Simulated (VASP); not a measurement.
Shape and ions are relaxed at each volume.

Consider the following.

```cif
data_Al2N2
_chemical_formula_sum 'Al2 N2'
_space_group_name_H-M_alt 'P63mc'
_space_group_IT_number 186
_space_group_name_Hall 'P 6c -2c'
_cell_length_a 3.15203
_cell_length_b 3.15203
_cell_length_c 5.07777
_cell_angle_alpha 90.000
_cell_angle_beta 90.000
_cell_angle_gamma 120.000
loop_
_atom_site_label
_atom_site_type_symbol
_atom_site_symmetry_multiplicity
_atom_site_Wyckoff_symbol
_atom_site_fract_x
_atom_site_fract_y
_atom_site_fract_z
_atom_site_occupancy
Al1 Al 2 b 0.33333 0.66667 0.00098 1
N1 N 2 b 0.33333 0.66667 0.38102 1
```

Method: vdW-DF2, VASP's PBE PAW potentials (set 64) (plane waves; VASP). Run with 520 eV cut-off, 8×8×5 Γ-centred mesh, Gaussian smearing of 0.050 eV, potentials Al N.

Task: Give the energy at these volumes per atom, relative to the lowest: 10.26, 10.58, 10.91, 11.24, 11.57 Å³.

Result: 25.5, 6.3, 0.0, 4.9, 19.5 meV/atom. A third-order Birch-Murnaghan fit gives B0 = 181 GPa and B0′ = 4.0.

Measured: bulk modulus 208 GPa (computed value off by -12.9 %), as given by J. Phys. Chem. B 108, 11506, doi 10.1021/jp048396e, abstract (bulk AlN value quoted). The calculation is for a static lattice, while the measured bulk modulus holds thermal and zero-point effects, which are part of the difference.

The compound is AlN in the wurtzite structure. It was relaxed first.
